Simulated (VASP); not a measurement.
# Zr (Zirconium): the relaxed cell at several levels, part 2 of 3

Aim: relax Zr (Zirconium) at several levels and hold each cell against experiment. LASPH is on for some levels and off for others; the table marks which. The start is a cell from a database of measured crystal structures.

VASP 6.6.1, plane waves and PAW; the level of theory is named at each step.

Still holding for the runs below: The k-mesh is coarse for a metal.

So far. Step 2 (Relaxation with LDA): It ends with forces that vanish by symmetry and a pressure of 0.05 GPa. The volume lies -6.1 % from that of the database's start, which holds the thermal and zero-point expansion of its experiment. LDA is known to overbind. The conventional cell has a = 3.141 and c = 5.115 Å.

## 3. Relaxation with PBEsol

This step: PBEsol; plane waves and PAW (Zr_sv) (VASP 6.6.1).

PBEsol restores the gradient expansion of exchange and is tuned for the cells of solids.

INCAR

```
SYSTEM = Zr
PREC = Accurate
ENCUT = 520
EDIFF = 1E-06
NELM = 100
ISMEAR = -1
SIGMA = 0.05
LREAL = .FALSE.
ALGO = Normal
GGA = PS
NBANDS = 18
LORBIT = 11
LWAVE = .FALSE.
LCHARG = .FALSE.
KPAR = 2
IBRION = 2
NSW = 60
ISIF = 3
EDIFFG = -0.01
```

POSCAR

```
Zr
1.0
    3.2320000000      0.0000000000      0.0000000000
   -1.6160000000      2.7989941050      0.0000000000
    0.0000000000      0.0000000000      5.1470000000
Zr
2
Direct
    0.3333333333      0.6666666667      0.2500000000
    0.6666666667      0.3333333333      0.7500000000
```

KPOINTS

```
Automatic mesh
0
Gamma
8 8 5
0 0 0
```

PAW data sets: Zr_sv (PBE family, release 64).

Started as:

```sh
> mpirun -np 2 vasp_std
```

The log of the run:

```text
[banner, memory and clock lines left out]
running    2 mpi-ranks, on    1 nodes
 distrk:  each k-point on    1 cores,    2 groups
 distr:  one band on    1 cores,    1 groups

 POSCAR found type information on POSCAR Zr
 POSCAR found :  1 types and       2 ions
 [... a notice as in an earlier step ...]

 LDA part: xc-table for (Slater+PW92), standard interpolation
 POSCAR, INCAR and KPOINTS ok, starting setup
 FFT: planning ... GRIDC
 FFT: planning ... GRID_SOFT
 FFT: planning ... GRID
 WAVECAR not read
 entering main loop
       N       E                     dE             d eps       ncg     rms          rms(c)
DAV:   1     0.206284786189E+03    0.20628E+03   -0.13260E+04  1080   0.132E+03
DAV:   2    -0.331412533949E+01   -0.20960E+03   -0.20611E+03  1276   0.377E+02
DAV:   3    -0.186215359334E+02   -0.15307E+02   -0.15066E+02  1918   0.717E+01
DAV:   4    -0.189844567114E+02   -0.36292E+00   -0.36266E+00  1282   0.118E+01
DAV:   5    -0.189948185723E+02   -0.10362E-01   -0.10355E-01  1660   0.138E+00    0.150E+01
DAV:   6    -0.182919162668E+02    0.70290E+00   -0.10620E+00  1170   0.794E+00    0.590E+00
DAV:   7    -0.181482631569E+02    0.14365E+00   -0.67919E-01  1556   0.546E+00    0.116E+00
DAV:   8    -0.181516316029E+02   -0.33684E-02   -0.36714E-02  1406   0.154E+00    0.288E-01
DAV:   9    -0.181518806820E+02   -0.24908E-03   -0.18787E-03  1372   0.398E-01    0.278E-02
DAV:  10    -0.181518574844E+02    0.23198E-04   -0.58573E-05  1538   0.444E-02    0.239E-02
DAV:  11    -0.181518605369E+02   -0.30525E-05   -0.99232E-06  1210   0.367E-02    0.224E-03
DAV:  12    -0.181518605000E+02    0.36836E-07   -0.32132E-07   658   0.432E-03
   1 F= -.18151861E+02 E0= -.18143149E+02  d E =-.181519E+02
 curvature:   0.00 expect dE= 0.000E+00 dE for cont linesearch  0.000E+00
 trial: gam= 0.00000 g(F)=  0.449E-47 g(S)=  0.607E-01 ort = 0.000E+00 (trialstep = 0.100E+01)
 search vector abs. value=  0.607E-01
 bond charge predicted
       N       E                     dE             d eps       ncg     rms          rms(c)
DAV:   1    -0.190750533076E+02   -0.92319E+00   -0.29977E+01  1296   0.511E+01    0.101E+01
DAV:   2    -0.182541063671E+02    0.82095E+00   -0.23320E+00  1160   0.134E+01    0.289E+00
DAV:   3    -0.181076812369E+02    0.14643E+00   -0.10049E+00  1554   0.667E+00    0.186E+00
DAV:   4    -0.181345288539E+02   -0.26848E-01   -0.72384E-02  1394   0.119E+00    0.770E-01
DAV:   5    -0.181532637232E+02   -0.18735E-01   -0.66739E-02  1576   0.133E+00    0.250E-01
DAV:   6    -0.181530743515E+02    0.18937E-03   -0.24963E-03  1424   0.363E-01    0.983E-02
DAV:   7    -0.181531288979E+02   -0.54546E-04   -0.13464E-04  1600   0.100E-01    0.273E-02
DAV:   8    -0.181531399139E+02   -0.11016E-04   -0.70504E-06  1280   0.273E-02    0.663E-03
DAV:   9    -0.181531444857E+02   -0.45717E-05   -0.23544E-06  1008   0.118E-02    0.171E-03
DAV:  10    -0.181531444954E+02   -0.97230E-08   -0.24563E-07   562   0.431E-03
   2 F= -.18153144E+02 E0= -.18144541E+02  d E =-.128400E-02
[...]
3 F= -.18167771E+02 E0= -.18159318E+02  d E =-.159107E-01
[...]
4 F= -.18168642E+02 E0= -.18160371E+02  d E =-.870359E-03
 trial-energy change:   -0.000870  1 .order   -0.000870   -0.001256   -0.000483
 step:   1.4664(harm=  1.4664)  dis= 0.00000  next Energy=   -18.168791 (dE=-0.102E-02)
 bond charge predicted
       N       E                     dE             d eps       ncg     rms          rms(c)
DAV:   1    -0.181706538106E+02   -0.20125E-02   -0.10926E-01  1080   0.285E+00    0.242E-01
DAV:   2    -0.181691895310E+02    0.14643E-02   -0.33563E-03  1160   0.417E-01    0.111E-01
DAV:   3    -0.181687951395E+02    0.39439E-03   -0.14387E-03  1306   0.252E-01    0.183E-02
DAV:   4    -0.181687974742E+02   -0.23347E-05   -0.20390E-05  1258   0.400E-02    0.844E-03
DAV:   5    -0.181687974362E+02    0.37967E-07   -0.10346E-06   828   0.866E-03
   5 F= -.18168797E+02 E0= -.18160641E+02  d E =-.102621E-02
 curvature:  -0.75 expect dE=-0.219E-05 dE for cont linesearch -0.623E-07
 trial: gam= 0.00009 g(F)=  0.350E-47 g(S)=  0.292E-05 ort = 0.109E-04 (trialstep = 0.102E+01)
 search vector abs. value=  0.293E-05
 reached required accuracy - stopping structural energy minimisation
```

Wall time 13 s (2 MPI ranks of Intel Xeon 6975P-C (Granite Rapids), shared host); peak memory 0.32 GiB.

From OUTCAR (step 3):

```text
 Found     30 irreducible k-points:

   NELECT =      24.0000    total number of electrons

 E-fermi :   9.2574

 k-point     1 :       0.0000    0.0000    0.0000
  band No.  band energies     occupation
    ...
      6     -16.9213      2.00000
      7     -16.9041      2.00000
      8     -16.9041      2.00000
      9       3.5133      2.00000
     10       6.1060      2.00000
     11      10.1293      0.00000
     12      10.1293      0.00000
     13      10.1462      0.00000
     14      10.4468      0.00000
     15      10.8238      0.00000
    ...

 k-point     2 :       0.1250    0.0000    0.0000
  band No.  band energies     occupation
    ...
      6     -17.0283      2.00000
      7     -16.9425      2.00000
      8     -16.9210      2.00000
      9       3.9642      2.00000
     10       6.5150      2.00000
     11       9.3438      0.30179
     12       9.6313      0.00113
     13      10.4110      0.00000
     14      10.5564      0.00000
     15      10.7840      0.00000
    ...

  Total       -0.0070461     -0.0070461     -0.0046863     -0.0000000      0.0000000      0.0000000
  in kB       -0.2507820     -0.2507820     -0.1667925     -0.0000000      0.0000000      0.0000000
  external PRESSURE =      -0.2227855 kB  Pullay stress =       0.0000000 kB

  energy-cutoff  :      520.00
  volume of cell :       45.02
      direct lattice vectors                 reciprocal lattice vectors
     3.180656504  0.000000000  0.000000000     0.314400501  0.181519214 -0.000000000
    -1.590328252  2.754529333 -0.000000000     0.000000000  0.363038428 -0.000000000
     0.000000000  0.000000000  5.138042359     0.000000000  0.000000000  0.194626655

 POSITION                                       TOTAL-FORCE (eV/Angst)
 -----------------------------------------------------------------------------------
     -0.00000      1.83635      1.28451         0.000000     -0.000000     -0.000000
      1.59033      0.91818      3.85353        -0.000000      0.000000      0.000000
 -----------------------------------------------------------------------------------
    total drift:                               -0.000000      0.000000     -0.000000

  FREE ENERGIE OF THE ION-ELECTRON SYSTEM (eV)
  ---------------------------------------------------
  free  energy   TOTEN  =       -18.1687974362 eV

  energy  without entropy=      -18.1524855310  energy(sigma->0) =      -18.16064148

 total charge
# of ion       s       p       d       tot
------------------------------------------
    1        2.241   5.958   1.663   9.862
    2        2.241   5.958   1.663   9.862
--------------------------------------------------
tot          4.482  11.916   3.325  19.723

[... 9 parts as in an earlier step ...]

[... 5 further parts left out ...]
```

The PAW data sets were made with PBE, which is usual practice but a small mismatch for other functionals.

Relaxation path:

```csv
step,energy less that of the first step (eV),largest force (eV/Å),pressure (GPa),volume (Å³)
1,0.0000,0.0000,-3.11,46.56
2,-0.0013,0.0000,3.42,43.58
3,-0.0159,0.0000,0.06,45.01
4,-0.0168,0.0000,0.01,45.01
5,-0.0169,0.0000,-0.02,45.02
```

```csv
"conventional cell, symmetrised",before,after,change
a (Å),3.232,3.181,-1.6 %
b (Å),3.232,3.181,-1.6 %
c (Å),5.147,5.138,-0.2 %
volume (Å³/atom),23.28,22.51,-3.3 %
```

Final coordinates:

```xyz
2
Lattice="3.1807 0.0000 0.0000 -1.5903 2.7545 0.0000 0.0000 0.0000 5.1380" Properties=species:S:1:pos:R:3 pbc="T T T"
Zr    0.0000    1.8364    1.2845
Zr    1.5903    0.9182    3.8535
```

This step gave:

| Property | Result |
| --- | --- |
| free energy (TOTEN) | -18.17 eV |
| energy at zero smearing | -18.16 eV |
| Fermi energy | 9.257 eV |
| pressure | -0.02228 GPa |
| SCF cycles over all ionic steps | 41 |

It ends at 22.51 Å³/atom, -3.3 % from the start, with -0.02 GPa left. The conventional cell has a = 3.181 and c = 5.138 Å.

## 4. Relaxation with PBE

This step: PBE; plane waves and PAW (Zr_sv) (VASP 6.6.1).

PBE, the usual starting point, adds the gradient of the density.

Changes to INCAR since step 3:

```diff
@@ -9,3 +9,3 @@
 ALGO = Normal
-GGA = PS
+GGA = PE
 NBANDS = 18
```

POSCAR is that of step 3.

KPOINTS is that of step 3.

Started as:

```sh
> mpirun -np 2 vasp_std
```

The log of the run:

```text
[banner, memory and clock lines left out]
running    2 mpi-ranks, on    1 nodes
[...]
LDA part: xc-table for (Slater+PW92), standard interpolation
 POSCAR, INCAR and KPOINTS ok, starting setup
[...]
entering main loop
       N       E                     dE             d eps       ncg     rms          rms(c)
DAV:   1     0.207980792217E+03    0.20798E+03   -0.13279E+04  1080   0.132E+03
DAV:   2    -0.218795950559E+01   -0.21017E+03   -0.20667E+03  1284   0.378E+02
DAV:   3    -0.173972571009E+02   -0.15209E+02   -0.14975E+02  1934   0.717E+01
DAV:   4    -0.177491933967E+02   -0.35194E+00   -0.35170E+00  1274   0.117E+01
[...]
DAV:  10    -0.170466339797E+02    0.43320E-04   -0.44357E-05  1430   0.435E-02    0.233E-02
DAV:  11    -0.170466337057E+02    0.27400E-06   -0.10426E-05  1222   0.369E-02    0.361E-03
DAV:  12    -0.170466336897E+02    0.15928E-07   -0.41092E-07   684   0.468E-03
   1 F= -.17046634E+02 E0= -.17038086E+02  d E =-.170466E+02
[... from here on, the cycles between the ionic steps are left out ...]
   2 F= -.17047445E+02 E0= -.17039049E+02  d E =-.811093E-03
   3 F= -.17047827E+02 E0= -.17039376E+02  d E =-.119307E-02
   4 F= -.17048145E+02 E0= -.17039859E+02  d E =-.318645E-03
 trial-energy change:   -0.000319  1 .order   -0.000317   -0.000549   -0.000084
 step:   1.0956(harm=  1.0956)  dis= 0.00000  next Energy=   -17.048151 (dE=-0.325E-03)
 reached required accuracy - stopping structural energy minimisation
```

It took 10 s on 2 MPI ranks; peak memory 0.32 GiB.

From OUTCAR (step 4):

```text
  Total       -0.0156509     -0.0156509      0.0077269      0.0000000      0.0000000      0.0000000
  in kB       -0.5353463     -0.5353463      0.2643038      0.0000000      0.0000000      0.0000000
  external PRESSURE =      -0.2687963 kB  Pullay stress =       0.0000000 kB

 POSITION                                       TOTAL-FORCE (eV/Angst)
 -----------------------------------------------------------------------------------
     -0.00000      1.86401      1.29719        -0.000000      0.000000      0.000000
      1.61428      0.93201      3.89158         0.000000     -0.000000      0.000000
 -----------------------------------------------------------------------------------
    total drift:                               -0.000000      0.000000     -0.000000

  FREE ENERGIE OF THE ION-ELECTRON SYSTEM (eV)
  ---------------------------------------------------
  free  energy   TOTEN  =       -17.0481454010 eV

  energy  without entropy=      -17.0315722846  energy(sigma->0) =      -17.03985884

[... 2 parts as in an earlier step ...]

[... 2 further parts left out ...]
[key lines of the parts left out:]
E-fermi :   8.9505
```

The steps of the relaxation:

```
step  energy less that of the first step (eV)  largest force (eV/Å)  pressure (GPa)  volume (Å³)
   1                                   0.0000                0.0000            0.60        46.56
   2                                  -0.0008                0.0000           -0.63        47.15
   3                                  -0.0012                0.0000           -0.20        46.94
   4                                  -0.0015                0.0000           -0.03        46.84
```

```
conventional cell, symmetrised  before  after  change
                         a (Å)   3.232  3.229  -0.1 %
                         b (Å)   3.232  3.229  -0.1 %
                         c (Å)   5.147  5.189  +0.8 %
              volume (Å³/atom)   23.28  23.42  +0.6 %
```

The relaxed structure:

```xyz
2
Lattice="3.2286 0.0000 0.0000 -1.6143 2.7960 0.0000 0.0000 0.0000 5.1888" Properties=species:S:1:pos:R:3 pbc="T T T"
Zr    0.0000    1.8640    1.2972
Zr    1.6143    0.9320    3.8916
```

It ends at 23.42 Å³/atom, +0.6 % from the start, with -0.03 GPa left. The conventional cell has a = 3.229 and c = 5.189 Å.

## 5. Relaxation with r2SCAN

This step: r2SCAN; plane waves and PAW (Zr_sv) (VASP 6.6.1).

r2SCAN adds the kinetic-energy density, costs more than a GGA and is run with LASPH.

Changes to INCAR since step 4:

```diff
@@ -9,3 +9,4 @@
 ALGO = Normal
-GGA = PE
+METAGGA = R2SCAN
+LASPH = .TRUE.
 NBANDS = 18
```

POSCAR is that of step 4.

KPOINTS is that of step 4.

Started as:

```sh
> mpirun -np 2 vasp_std
```

The log of the run:

```text
[banner, memory and clock lines left out]
running    2 mpi-ranks, on    1 nodes
[...]
[... a notice as in an earlier step ...]

 LDA part: xc-table for (None), standard interpolation
 POSCAR, INCAR and KPOINTS ok, starting setup
[...]
entering main loop
       N       E                     dE             d eps       ncg     rms          rms(c)
DAV:   1     0.176951505933E+03    0.17695E+03   -0.13643E+04  1080   0.136E+03
DAV:   2    -0.400174525088E+02   -0.21697E+03   -0.21330E+03  1300   0.390E+02
DAV:   3    -0.584490900833E+02   -0.18432E+02   -0.18159E+02  2028   0.753E+01
DAV:   4    -0.589264020468E+02   -0.47731E+00   -0.47699E+00  1268   0.138E+01
[...]
DAV:  11    -0.455071904987E+02   -0.16806E-04   -0.59807E-04  1668   0.165E-01    0.325E-02
DAV:  12    -0.455071924665E+02   -0.19678E-05   -0.28603E-05  1280   0.470E-02    0.110E-02
DAV:  13    -0.455071929592E+02   -0.49272E-06   -0.86937E-07   900   0.670E-03
   1 F= -.45507193E+02 E0= -.45500193E+02  d E =-.455072E+02
[...]
DAV:   8    -0.455068975864E+02   -0.52188E-06   -0.82425E-07   630   0.101E-02
   2 F= -.45506898E+02 E0= -.45499981E+02  d E =0.295373E-03
 trial-energy change:    0.000295  1 .order    0.000200   -0.006685    0.007086
 step:   0.4751(harm=  0.4854)  dis= 0.00000  next Energy=   -45.508771 (dE=-0.158E-02)
[...]
N       E                     dE             d eps       ncg     rms          rms(c)
DAV:   1    -0.455278964958E+02   -0.20999E-01   -0.82731E-01  1112   0.895E+00    0.134E+00
DAV:   2    -0.455131666986E+02    0.14730E-01   -0.79862E-02  1212   0.239E+00    0.526E-01
DAV:   3    -0.455078286335E+02    0.53381E-02   -0.24217E-02  1552   0.113E+00    0.260E-01
DAV:   4    -0.455083406559E+02   -0.51202E-03   -0.18714E-03  1368   0.183E-01    0.110E-01
DAV:   5    -0.455087210367E+02   -0.38038E-03   -0.12692E-03  1572   0.188E-01    0.406E-02
DAV:   6    -0.455087327797E+02   -0.11743E-04   -0.43226E-05  1232   0.406E-02    0.146E-02
DAV:   7    -0.455087345457E+02   -0.17660E-05   -0.27411E-06   948   0.135E-02    0.612E-03
DAV:   8    -0.455087352248E+02   -0.67905E-06   -0.45832E-07   556   0.811E-03
   3 F= -.45508735E+02 E0= -.45501763E+02  d E =-.154227E-02
[...]
reached required accuracy - stopping structural energy minimisation
```

Wall time 36 s (2 MPI ranks); peak memory 0.33 GiB.

OUTCAR, selected parts (step 5):

```text
  Total        0.0003665      0.0003665      0.0057179      0.0000000      0.0000000      0.0000000
  in kB        0.0124812      0.0124812      0.1947230      0.0000000      0.0000000      0.0000000
  external PRESSURE =       0.0732285 kB  Pullay stress =       0.0000000 kB

 POSITION                                       TOTAL-FORCE (eV/Angst)
 -----------------------------------------------------------------------------------
     -0.00000      1.87196      1.29189         0.000000      0.000000      0.000000
      1.62116      0.93598      3.87568        -0.000000     -0.000000      0.000000
 -----------------------------------------------------------------------------------
    total drift:                               -0.000000      0.000000     -0.000000

  FREE ENERGIE OF THE ION-ELECTRON SYSTEM (eV)
  ---------------------------------------------------
  free  energy   TOTEN  =       -45.5087352248 eV

  energy  without entropy=      -45.4947916760  energy(sigma->0) =      -45.50176345

[... 2 parts as in an earlier step ...]

[... 2 further parts left out ...]
[key lines of the parts left out:]
E-fermi :   8.9615
```

Relaxation path:

```
step  energy less that of the first step (eV)  largest force (eV/Å)  pressure (GPa)  volume (Å³)
   1                                   0.0000                0.0000            1.04        46.56
   2                                   0.0003                0.0000           -1.08        47.59
   3                                  -0.0015                0.0000            0.01        47.05
```

```csv
"conventional cell, symmetrised",before,after,change
a (Å),3.232,3.242,+0.3 %
b (Å),3.232,3.242,+0.3 %
c (Å),5.147,5.168,+0.4 %
volume (Å³/atom),23.28,23.52,+1.0 %
```

Final coordinates:

```cif
data_structure
_symmetry_space_group_name_H-M 'P 1'
_symmetry_Int_Tables_number 1
_cell_length_a 3.2423
_cell_length_b 3.2423
_cell_length_c 5.1676
_cell_angle_alpha 90.000
_cell_angle_beta 90.000
_cell_angle_gamma 120.000
_cell_volume 47.05
loop_
_atom_site_label
_atom_site_type_symbol
_atom_site_fract_x
_atom_site_fract_y
_atom_site_fract_z
_atom_site_occupancy
Zr1 Zr 0.33333 0.66667 0.25000 1
Zr2 Zr 0.66667 0.33333 0.75000 1
```

It ends at 23.52 Å³/atom, +1.0 % from the start, with 0.01 GPa left. The conventional cell has a = 3.242 and c = 5.168 Å.

## 6. Relaxation with PBE + D3(BJ)

This step: PBE with D3(BJ); plane waves and PAW (Zr_sv) (VASP 6.6.1).

A dispersion term adds the long-range attraction that semilocal functionals lack. D3 with Becke-Johnson damping keeps a finite attraction at short range.

Changes to INCAR since step 5:

```diff
@@ -9,4 +9,4 @@
 ALGO = Normal
-METAGGA = R2SCAN
-LASPH = .TRUE.
+GGA = PE
+IVDW = 12
 NBANDS = 18
```

POSCAR is that of step 5.

KPOINTS is that of step 5.

Started as:

```sh
> mpirun -np 2 vasp_std
```

The log of the run:

```text
[... set-up lines as in an earlier step ...]
 entering main loop
       N       E                     dE             d eps       ncg     rms          rms(c)
[... 12 cycles as in an earlier step ...]
   1 F= -.18103183E+02 E0= -.18094636E+02  d E =-.181032E+02
[...]
2 F= -.18105073E+02 E0= -.18096726E+02  d E =-.188966E-02
[...]
3 F= -.18120114E+02 E0= -.18111876E+02  d E =-.169312E-01
[...]
4 F= -.18120111E+02 E0= -.18111875E+02  d E =-.169276E-01
[...]
5 F= -.18120988E+02 E0= -.18112951E+02  d E =-.877216E-03
[...]
6 F= -.18121104E+02 E0= -.18113168E+02  d E =-.993066E-03
[...]
reached required accuracy - stopping structural energy minimisation
```

It took 14 s on 2 MPI ranks; peak memory 0.34 GiB.

OUTCAR, selected parts (step 6):

```text
 Edisp (eV)   -1.09674

 Edisp (eV)   -1.09674

  Total       0.01561     0.01561     0.01662     0.00000     0.00000     0.00000
  in kB       0.55673     0.55673     0.59260     0.00000     0.00000     0.00000
  external pressure =        0.57 kB  Pullay stress =        0.00 kB

 POSITION                                       TOTAL-FORCE (eV/Angst)
 -----------------------------------------------------------------------------------
     -0.00000      1.83526      1.28352        -0.000000      0.000000      0.000000
      1.58938      0.91763      3.85055         0.000000     -0.000000      0.000000
 -----------------------------------------------------------------------------------
    total drift:                               -0.000000      0.000000     -0.000000

  FREE ENERGIE OF THE ION-ELECTRON SYSTEM (eV)
  ---------------------------------------------------
  free  energy   TOTEN  =       -18.1211035823 eV

  energy  without entropy=      -18.1052331444  energy(sigma->0) =      -18.11316836

[... 2 parts as in an earlier step ...]

[... 2 further parts left out ...]
[key lines of the parts left out:]
E-fermi :   9.4137
```

Dispersion corrections of this kind ignore metallic screening and tend to overbind metals.

It ends at 22.46 Å³/atom, -3.5 % from the start, with 0.06 GPa left. The conventional cell has a = 3.179 and c = 5.134 Å. Against plain PBE, the dispersion term moves a by -1.5 % and c by -1.1 %.

[end of part 2 of 3]

[Lines on the potential files, build, host, timing and source positions are cut from VASP's logs without a mark.]

[Logs are printed without paths, hosts, clocks, repeated set-up lines and the standing remarks that a program may print on its own settings, such as how far it seeks lower states.]

[Hosts, paths, dates, database ids (printed as entryN), source tags and the programs' standing remarks are cut or masked in the printed files.]

[A measured line is paired with the nearest computed mode of its activity, which favours agreement.]
